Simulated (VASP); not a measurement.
These are PBE GGA with D3 dispersion (Becke-Johnson damping), VASP's PBE PAW potentials (set 64) (plane waves; VASP 6.6.1) values and carry that method's errors.

Input for VASP

POSCAR:
```
GaAs
1
   -0.0000000000     2.8373865077     2.8373865077
    2.8373865077     0.0000000000     2.8373865077
    2.8373865077     2.8373865077    -0.0000000000
Ga As
1 1
Direct
  0.0000000000   0.0000000000   0.0000000000
  0.2500000000   0.2500000000   0.2500000000
```

### KPOINTS
```
K-points
0
gamma
18 18 18
```

### INCAR
```
NEDOS = 1001   # DOS grid
ENCUT = 400
GGA = PE
NBANDS = 39
PREC = Accurate
IVDW = 12   # D3, Becke-Johnson
LWAVE = .FALSE.
ALGO = Normal   # blocked Davidson
ISMEAR = 0
LCHARG = .FALSE.
NELM = 100   # most electronic steps
LOPTICS = .TRUE.
LMAXMIX = 4
EDIFF = 1E-7
SYSTEM = GaAs
SIGMA = 0.01
LREAL = .FALSE.
LASPH = .TRUE.   # aspherical one-centre terms
CSHIFT = 0.1
```

POTCAR, in this order: Ga_d As (PBE.64 set). Program: vasp_std.

Output

OSZICAR:
```
       N       E                     dE             d eps       ncg     rms          rms(c)
DAV:   1     0.128407965307E+03    0.12841E+03   -0.54438E+03 19969   0.548E+02
DAV:   2     0.598672214874E+01   -0.12242E+03   -0.10697E+03 16066   0.225E+02
DAV:   3    -0.815076380862E+01   -0.14137E+02   -0.13937E+02 18315   0.435E+01
DAV:   4    -0.841604382276E+01   -0.26528E+00   -0.26515E+00 17992   0.623E+00
DAV:   5    -0.841728915286E+01   -0.12453E-02   -0.12453E-02 17846   0.425E-01    0.288E+00
DAV:   6    -0.827832513262E+01    0.13896E+00   -0.80975E-02 22918   0.317E+00    0.173E+00
DAV:   7    -0.825932720114E+01    0.18998E-01   -0.29464E-02 18200   0.688E-01    0.589E-01
DAV:   8    -0.826021967549E+01   -0.89247E-03   -0.60337E-03 17694   0.397E-01    0.936E-02
DAV:   9    -0.826061548735E+01   -0.39581E-03   -0.56824E-04 17974   0.135E-01    0.619E-02
DAV:  10    -0.826066267110E+01   -0.47184E-04   -0.24419E-05 18242   0.197E-02    0.346E-02
DAV:  11    -0.826071208968E+01   -0.49419E-04   -0.34726E-05 17335   0.194E-02    0.259E-03
DAV:  12    -0.826071277974E+01   -0.69006E-06   -0.61778E-07 19596   0.250E-03    0.127E-03
DAV:  13    -0.826071299184E+01   -0.21210E-06   -0.14087E-07 17589   0.116E-03    0.569E-04
DAV:  14    -0.826071303318E+01   -0.41341E-07   -0.30008E-09 12812   0.197E-04
   1 F= -.89026441E+01 E0= -.89026441E+01  d E =-.634331E-42
 imaginary and real dielectric function
```

File OUTCAR:
```
------------------------ aborting loop because EDIFF is reached ----------------------------------------
 Edisp (eV)   -0.64193
  FORCE on cell =-STRESS in cart. coord.  units (eV):
  Direction    XX          YY          ZZ          XY          YZ          ZX
  --------------------------------------------------------------------------------------
  Total       0.01296     0.01296     0.01296    -0.00000    -0.00000     0.00000
  in kB       0.45434     0.45434     0.45434    -0.00000    -0.00000     0.00000
  external pressure =        0.45 kB  Pullay stress =        0.00 kB
  volume of cell :       45.69
      direct lattice vectors                 reciprocal lattice vectors
     0.000000000  2.837386508  2.837386508    -0.176218502  0.176218502  0.176218502
     2.837386508  0.000000000  2.837386508     0.176218502 -0.176218502  0.176218502
     2.837386508  2.837386508  0.000000000     0.176218502  0.176218502 -0.176218502
  FREE ENERGIE OF THE ION-ELECTRON SYSTEM (eV)
  ---------------------------------------------------
  free  energy   TOTEN  =        -8.9026441064 eV

  energy  without entropy=       -8.9026441064  energy(sigma->0) =       -8.90264411

 plasma frequency squared (from intraband transitions) (eV^2)
  --------------------------------------------------------------------------------------
       0.000       0.000      -0.000
       0.000       0.000       0.000
      -0.000       0.000       0.000

 plasma frequency squared (from interband transitions, int dw w eps(2)(w)) (eV^2)
  --------------------------------------------------------------------------------------
     289.866       0.000      -0.000       0.000       0.000      -0.000
      -0.000      -0.000     289.866       0.000      -0.000      -0.000
       0.000       0.000      -0.000       0.000     289.866       0.000
```
(Selected blocks of OUTCAR.)

OUTCAR:
```
 val. band max:        3.8259935787   @ k =   0.0000   0.0000   0.0000

 cond. band min:       4.2627258500   @ k =   0.0000   0.0000   0.0000


 Fermi energy:         3.9178700804

 k-point     1 :       0.0000    0.0000    0.0000
  band No.  band energies     occupation
      1     -10.9580      2.00000
      2     -10.9580      2.00000
      3     -10.9580      2.00000
      4     -10.8815      2.00000
      5     -10.8815      2.00000
      6      -8.8199      2.00000
      7       3.8260      2.00000
      8       3.8260      2.00000
      9       3.8260      2.00000
     10       4.2627      0.00000
     11       7.5535      0.00000
     12       7.5535      0.00000
     13       7.5535      0.00000
     14      11.3790      0.00000
     15      13.9221      0.00000
     16      13.9221      0.00000
     17      15.3529      0.00000
     18      15.3529      0.00000
     19      15.3529      0.00000
     20      18.3223      0.00000
     21      29.0472      0.00000
     22      29.0472      0.00000
     23      29.0472      0.00000
     24      30.0659      0.00000
     25      30.0659      0.00000
     26      30.0659      0.00000
     27      30.5546      0.00000
     28      30.5546      0.00000
     29      30.5546      0.00000
     30      31.2798      0.00000
     31      31.2798      0.00000
     32      38.6045      0.00000
     33      42.3790      0.00000
     34      42.3790      0.00000
     35      42.7959      0.00000
     36      42.7959      0.00000
     37      42.7959      0.00000
     38      43.3267      0.00000
     39      43.9438      0.00000

 k-point     2 :       0.0556    0.0000    0.0000
  band No.  band energies     occupation
      1     -10.9607      2.00000
      2     -10.9572      2.00000
      3     -10.9572      2.00000
      4     -10.8815      2.00000
      5     -10.8815      2.00000
      6      -8.7840      2.00000
      7       3.0834      2.00000
      8       3.7746      2.00000
      9       3.7746      2.00000
...
```

The dielectric response may not be converged in the k-mesh; for small gaps it tends to come out too large.

The structure comes from a measured GaAs entry (F-43m) of the Crystallography Open Database, whose conditions weren't checked. It was relaxed first.
